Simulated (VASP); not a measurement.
Input:

```yaml
crystal:
  lattice:
    - [1.35890, -2.35368, 0.00000]
    - [1.35890, 2.35368, 0.00000]
    - [0.00000, 0.00000, 4.35364]
  atoms:
    - { symbol: Tc, position: [0.37013, 0.70346, 0.25000] }
    - { symbol: Tc, position: [0.66667, 0.33333, 0.75000] }
```

Method: PBEsol GGA, VASP's PBE PAW potentials (set 64) (plane waves; VASP 6.6.1). Run with 480 eV cut-off, 14×14×8 Γ-centred mesh, first-order Methfessel-Paxton smearing of 0.10 eV, potentials Tc_pv.

Problem. Which forces act on the atoms, in eV/Å?

Solution. 
```
atom      Fx      Fy     Fz
----  ------  ------  -----
Tc1   -0.361   0.017  0.000
Tc2    0.361  -0.017  0.000
```

Problem. Give the stress tensor in GPa (positive for a compressed cell).

Solution. 
```
1.07  2.40  0.00
2.40  0.97  0.00
0.00  0.00  1.30
```
The pressure is its mean diagonal, 1.12 GPa.

The compound is Tc in the hcp structure. This cell was strained or had an atom moved on purpose.
